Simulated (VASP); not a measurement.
Wanted: the native input for a VASP 6.6.1 run.

```
Task                   : single point
Functional             : PBE
Potentials or basis    : VASP PAW PBE potentials, release 64 (Cl, I, Rb_sv)
Cutoff                 : 520 eV
k mesh                 : 6 × 6 × 6
Occupations            : gaussian, width 0.01 eV
Spin                   : no spin polarisation
Dipole correction      : no
Further INCAR settings : ALGO = Fast; EDIFF = 1e-07; NBANDS = 24
```

The structure of Rb2ICl lies in POSCAR:

```
Rb2ICl
1.0
    2.4644112378      1.4228284916      8.1351259484
   -2.4644112378      1.4228284916      8.1351259484
    0.0000000000     -2.8456569831      8.1351259484
Cl I Rb
1 1 2
Direct
    1.0000000000      0.0000000000      0.0000000000
    0.5000000000      0.5000000000      0.5000000000
    0.2596673601      0.2596673601      0.2596673601
    0.7403326399      0.7403326399      0.7403326399
```

The cell was built by a generator and needn't be a form met in nature.

One way to write it, as run:

INCAR

```
PREC = Accurate ; ENCUT = 520
EDIFF = 1E-7 ; ISMEAR = 0
SIGMA = 0.01 ; LREAL = F
LASPH = T ; NELM = 100
ALGO = Fast ; ISIF = 2
LWAVE = F ; LCHARG = F
GGA = PE ; NBANDS = 24
```

KPOINTS

```
Automatic mesh
0
Gamma
  6 6 6
```

Potentials or basis: VASP PAW PBE potentials, release 64 (Cl, I, Rb_sv).

Run with:

```bash
$ cat potpaw_PBE.64/Cl/POTCAR potpaw_PBE.64/I/POTCAR potpaw_PBE.64/Rb_sv/POTCAR > POTCAR
$ mpirun -np 1 vasp_std > vasp.out
```

It gave:

* Pressure: 0.5 GPa
* Largest force: 0.019 eV/Å
* Band gap on the k mesh: 3.78 eV, direct

Caveat: spin-orbit coupling is left out, which moves the levels of the heavy elements.

It took 6.7 min on 1 thread of AMD EPYC 9R14 (Zen 4), with other jobs on the host, peak memory 0.61 GiB.
